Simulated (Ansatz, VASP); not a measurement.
# Cross-check of AlN between VASP and Ansatz, part 2 of 2

Wanted: the spread between two codes on one cell, functional and k mesh. The cell is taken from a series of runs on this material, whose earlier steps may have relaxed, scaled, displaced or heated it; both programs get it as it stands.

VASP 6.6.1 and Ansatz 0.2.0.

So far: Starting point; Ansatz: single point, PBE; VASP: single point, PBE; Comparison.

### Step 5. Ansatz: single point, LDA

Level of this step: Ansatz beside VASP: Kohn-Sham DFT, plane waves, LDA (Ansatz).

With cell and atoms fixed, the geometry can't cause a difference; cores, projectors, grids and the points listed under the comparison can.

The cell is taken from a series of runs on this material, whose earlier steps may have relaxed, scaled, displaced or heated it; both programs get it as it stands.

The input, input.yaml:

```yaml
crystal:
  lattice:
    - [3.1202290047, 0.0, 0.0]
    - [-1.5601145023, 2.7021975837, 0.0]
    - [0.0, 0.0, 10.1102215084]
  atoms:
    - { symbol: Al, position: [0.0, 0.0, -0.0012500118] }
    - { symbol: Al, position: [0.3333333333, 0.6666666667, 0.2498254965] }
    - { symbol: Al, position: [0.0, 0.0, 0.4987499882] }
    - { symbol: Al, position: [0.6666666667, 0.3333333333, 0.7498254965] }
    - { symbol: "N", position: [0.0, 0.0, 0.1882176634] }
    - { symbol: "N", position: [0.3333333333, 0.6666666667, 0.4382068519] }
    - { symbol: "N", position: [0.0, 0.0, 0.6882176634] }
    - { symbol: "N", position: [0.6666666667, 0.3333333333, 0.9382068519] }
kpoints:
  mp_grid: { grid: [12, 12, 2] }
  band_path:
    path:
      - [0.0, 0.0, 0.0]
      - [0.5, 0.0, 0.0]
      - [0.33333333, 0.33333333, 0.0]
      - [0.0, 0.0, 0.5]
      - [0.5, 0.0, 0.5]
      - [0.33333333, 0.33333333, 0.5]
    npoints: 1
hamiltonian:
  xc: lda
  pseudopotentials: { kind: paw, azcp: { folder: soft_1 }, xc_functional: pbe }
scf:
  occupations: { method: fixed }
  n_extra_bands: 6
output:
  eigenvalues: true
```

The run is started by

```bash
> ansatz run input.yaml --threads 4 --pin off --max-ram 17510MiB --backend cpu --events-out ev --progress --plain --runs-dir out
```

Numbers of over 12 decimals in the logs are rounded to 6 here.

Output:

```text
[...]
Crystal: 8 atoms, lattice volume = 85.244 Å³
Basis set: ecut = 420 eV, 1653 PW (Γ)
Bands: 22, of which v1, the nominal top of the filled ones, is band 16 counted from 1 (15 counted from 0)
Symmetry: 12 space group operations
[...]
k-points: 38 of 288
[...]
--- Band table (eV; the first three rows and the last of 38) ---
  k-point 0: bands = [... 12 lower, 6.1748, 6.4326, 6.4326, 6.5205, 10.5590, 12.6414, 12.9110, 13.2707, ... 2 higher]
  k-point 1: bands = [... 12 lower, 6.3463, 6.3463, 6.3463, 6.3463, 11.4929, 11.4929, 13.2701, 13.2701, ... 2 higher]
  k-point 2: bands = [... 12 lower, 6.0531, 6.0978, 6.4222, 6.4865, 10.9840, 12.8542, 13.1227, 13.6290, ... 2 higher]
  k-point 37: bands = [... 12 lower, 5.1038, 5.1038, 5.2496, 5.2496, 12.0082, 12.0082, 13.9681, 13.9681, ... 2 higher]
[key lines of the parts left out:]
SCF converged after 9 iterations
Free energy (F): -3559.241188 eV
Fermi energy:    6.520466 eV
```

### Step 6. VASP: single point, LDA

The same cell, functional (in two slightly different forms) and mesh now go to VASP, with its own data sets.

The input, INCAR:

```
SYSTEM = AlN
PREC = Accurate
ENCUT = 520
EDIFF = 1E-06
NELM = 120
ISMEAR = 0
SIGMA = 0.01
LREAL = .FALSE.
ALGO = Normal
GGA = PW92
NBANDS = 24
LORBIT = 11
LWAVE = .FALSE.
LCHARG = .FALSE.
ISIF = 2
LASPH = .TRUE.
GGA_COMPAT = .FALSE.
EFERMI = MIDGAP
KPAR = 2
```

The input, POSCAR:

```
AlN
1.0
    3.1202290047      0.0000000000      0.0000000000
   -1.5601145023      2.7021975837      0.0000000000
    0.0000000000      0.0000000000     10.1102215084
Al N
4 4
Direct
    0.0000000000      0.0000000000      0.9987499882
    0.3333333333      0.6666666667      0.2498254965
    0.0000000000      0.0000000000      0.4987499882
    0.6666666667      0.3333333333      0.7498254965
    0.0000000000      0.0000000000      0.1882176634
    0.3333333333      0.6666666667      0.4382068519
    0.0000000000      0.0000000000      0.6882176634
    0.6666666667      0.3333333333      0.9382068519
```

The input, KPOINTS:

```
Automatic mesh
0
Gamma
12 12 2
0 0 0
```

Potentials, in the order of the species: Al and N (LDA family, release 64).

The run is started by

```bash
> mpirun -np 2 vasp_std
```

Output:

```text
[banner, memory and clock lines left out]
running    2 mpi-ranks, on    1 nodes
[...]
|                                                                             |
|               ----> ADVICE to this user running VASP <----                  |
|                                                                             |
|     You enforced a specific xc type in the INCAR file but a different       |
|     [... a line on the potential file left out ...]
|     I HOPE YOU KNOW WHAT YOU ARE DOING!                                     |
|                                                                             |

 LDA part: xc-table for (Slater(with rela. corr.)+PW92), standard interpolation
 POSCAR, INCAR and KPOINTS ok, starting setup
[...]
entering main loop
       N       E                     dE             d eps       ncg     rms          rms(c)
DAV:   1     0.104900975836E+03    0.10490E+03   -0.14795E+04  1832   0.118E+03
DAV:   2    -0.666748331873E+02   -0.17158E+03   -0.16105E+03  2472   0.228E+02
DAV:   3    -0.754503877867E+02   -0.87756E+01   -0.87302E+01  2392   0.542E+01
DAV:   4    -0.755245216984E+02   -0.74134E-01   -0.74114E-01  2264   0.576E+00
[...]
DAV:  12    -0.655487924022E+02   -0.38632E-05   -0.24504E-05  2256   0.309E-02    0.140E-02
DAV:  13    -0.655487910733E+02    0.13289E-05   -0.26992E-06  1976   0.101E-02    0.651E-03
DAV:  14    -0.655487909654E+02    0.10793E-06   -0.12477E-06  1256   0.652E-03
   1 F= -.65548791E+02 E0= -.65548791E+02  d E =0.000000E+00
```

From OUTCAR (step 6):

```text
  Total       -4.1117795     -4.1117795     -4.0781789     -0.0000000     -0.0000000      0.0000000
  in kB      -77.2816094    -77.2816094    -76.6500798     -0.0000000     -0.0000000      0.0000000
  external PRESSURE =     -77.0710995 kB  Pullay stress =       0.0000000 kB

 POSITION                                       TOTAL-FORCE (eV/Angst)
 -----------------------------------------------------------------------------------
      0.00000      0.00000     10.09758         0.000000      0.000000      0.004448
     -0.00000      1.80147      2.52579         0.000000      0.000000      0.004210
      0.00000      0.00000      5.04247         0.000000     -0.000000      0.004448
      1.56011      0.90073      7.58090         0.000000      0.000000      0.004210
      0.00000      0.00000      1.90292        -0.000000      0.000000     -0.001981
     -0.00000      1.80147      4.43037        -0.000000     -0.000000     -0.006677
      0.00000      0.00000      6.95803         0.000000     -0.000000     -0.001981
      1.56011      0.90073      9.48548         0.000000      0.000000     -0.006677
 -----------------------------------------------------------------------------------
    total drift:                                0.000000      0.000000      0.001308

  FREE ENERGIE OF THE ION-ELECTRON SYSTEM (eV)
  ---------------------------------------------------
  free  energy   TOTEN  =       -65.5487909654 eV

  energy  without entropy=      -65.5487909654  energy(sigma->0) =      -65.54879097

[... 2 parts as in an earlier step ...]

[... 1 further part left out ...]
[key lines of the parts left out:]
E-fermi :   7.5376
```

The run ends at a pressure of -7.71 GPa, with forces up to 0.0067 eV/Å.

### Step 7. Differences

What differs besides the data sets and the points named for the pairs above, as far as they apply: fixed occupations in Ansatz, narrow Gaussian smearing in VASP; VASP's log shows a relativistic correction to its local exchange, Ansatz's none. Total energies have different zeros and are not compared.

Compared:

| quantity | Ansatz | VASP | difference |
| --- | --- | --- | --- |
| gap on the k mesh (eV) | 3.920 | 3.912 | +0.008 |

A gap on the mesh is an upper bound, since the band edges may lie between its points.

### Step 8. Summary of results

| Property | Result |
| --- | --- |
| difference in gap on the k mesh (single point, PBE) | -0.0024 eV |
| difference in gap on the k mesh (single point, LDA) | 0.0083 eV |

The difference in gap on the k mesh is 0.0083 eV (single point, LDA), within the 0.08 eV picked in this series as the mark of a large difference. Such differences can come from data sets, numerical settings and the points named under the comparisons, not from the functional's error against experiment.

[Lines on the potential files, build, host, timing and source positions are cut from VASP's logs without a mark.]

[Logs are printed without paths, hosts, clocks, repeated set-up lines and the standing remarks that a program may print on its own settings, such as how far it seeks lower states.]

[Hosts, paths, dates, database ids (printed as entryN), source tags and the programs' standing remarks are cut or masked in the printed files.]
